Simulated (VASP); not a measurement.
Here is the system:

```
AgRh
1.0
    3.80024     0.00000     0.00000
    0.00000     3.80024     0.00000
    0.00000     0.00000     4.13802
Rh Ag
2 2
Cartesian
  0.00000   0.00000   0.00000
  1.90012   1.90012   0.00000
  1.90012   0.00000   2.06901
  0.00000   1.90012   2.06901
```

Calculation: PBEsol GGA, VASP's PBE PAW potentials (set 64) (plane waves; VASP). Run with 400 eV cut-off, 11×11×10 Γ-centred mesh, tetrahedra with Blöchl corrections, potentials Rh_pv Ag.

### Question
The job: Ag$_{2}$Rh$_{2}$ (ordered alloy cell), 4 atoms, PBEsol, static run, 400 eV, 11×11×10 Γ-centred mesh. Roughly how much core time does it take on a busy server core?

### Answer
About 3 core-minutes (one run on a shared machine, a rough figure). It had 126 irreducible k-points, 31 bands, up to 1110 plane waves and 15 electronic steps.

The structure was generated: Ag2Rh2 was put into an ordered model structure (P4/mmm), which need not be its known phase. It was relaxed first.
